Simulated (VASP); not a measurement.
Data:

```
CELL_PARAMETERS angstrom
      0.00000     1.79134     1.79134
      1.79134     0.00000     1.79134
      1.79134     1.79134     0.00000
ATOMIC_POSITIONS crystal
  Cu 0.00000 0.00000 0.00000
```

These are r2SCAN meta-GGA, VASP's PBE PAW potentials (set 64) (plane waves; VASP) values and carry that method's errors. Settings: 520 eV cut-off, 19×19×19 Γ-centred mesh, tetrahedra with Blöchl corrections, potentials Cu.

Q: What does the run give for the energy per atom (σ→0), band gap (over mesh and band path) with the smallest direct gap where there is one?

A: 
| Property | Result |
|---|---|
| band gap (over mesh and band path) | none (metal, semimetal or under 0.01 eV) |
| energy per atom (σ→0) | -10.826 eV/atom |

Only differences to runs with the same potentials and settings are physical.

The compound is Cu in the fcc structure. It was relaxed first.
